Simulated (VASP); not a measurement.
Consider the following.

```xyz
8
Lattice="4.2463 0.0000 0.0000 -2.1232 3.6774 0.0000 0.0000 0.0000 13.9259" Properties=species:S:1:pos:R:3 pbc="T T T"
Cu     0.0000     0.0000    13.9190
Cu     0.0000     0.0000     6.9561
Cu     2.1232     1.2258    10.4447
Cu     0.0000     2.4516     3.4817
I      0.0000     0.0000    11.3229
I      0.0000     0.0000     4.3599
I      2.1232     1.2258     7.8407
I      0.0000     2.4516     0.8777
```

The numbers are results of r2SCAN meta-GGA, VASP's PBE PAW potentials (set 64) (plane waves; VASP), not measurements. Run with 400 eV cut-off, 7×7×2 Γ-centred mesh, tetrahedra with Blöchl corrections, potentials Cu I.

The cores are frozen, which limits the accuracy of field gradients.

Problem. Give the principal components of the electric field gradient (V/Å²) and the asymmetry η at each nucleus.

Solution. 
| atom | Vxx | Vyy | Vzz | η |
|---|---|---|---|---|
| Cu1 | 0.2 | 0.2 | -0.4 | - |
| Cu2 | 0.2 | 0.2 | -0.4 | - |
| Cu3 | 0.6 | 0.6 | -1.3 | 0.00 |
| Cu4 | 0.6 | 0.6 | -1.3 | 0.00 |
| I5 | -2.7 | -2.7 | 5.4 | 0.00 |
| I6 | -2.7 | -2.7 | 5.4 | 0.00 |
| I7 | -5.0 | -5.0 | 9.9 | 0.00 |
| I8 | -5.0 | -5.0 | 9.9 | 0.00 |

The structure was generated: CuI was put into the 4H type (P6_3mc), which need not be its known phase. It was relaxed first, which changed the volume by -11 %.
